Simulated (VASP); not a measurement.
```yaml
crystal:
  lattice:
    - [1.91000, -3.30822, 0.00000]
    - [1.91000, 3.30822, 0.00000]
    - [0.00000, 0.00000, 6.26000]
  atoms:
    - { symbol: Zn, position: [0.66667, 0.33333, 0.50000] }
    - { symbol: Zn, position: [0.33333, 0.66667, 0.00000] }
    - { symbol: S, position: [0.66667, 0.33333, 0.87500] }
    - { symbol: S, position: [0.33333, 0.66667, 0.37500] }
```

All values below come from PBE GGA, VASP's PBE PAW potentials (set 64) (plane waves; VASP). Run with 400 eV cut-off, 5×5×3 Γ-centred mesh, Gaussian smearing of 0.050 eV, potentials Zn S.

**Question.** What does the run give for the energy per atom (σ→0), pressure?

**Answer.** 
The energy per atom (σ→0) is -3.417 eV/atom and the pressure is 1.44 GPa.

The compound is ZnS in the wurtzite structure, the high-temperature form. The cell was not relaxed at this level.
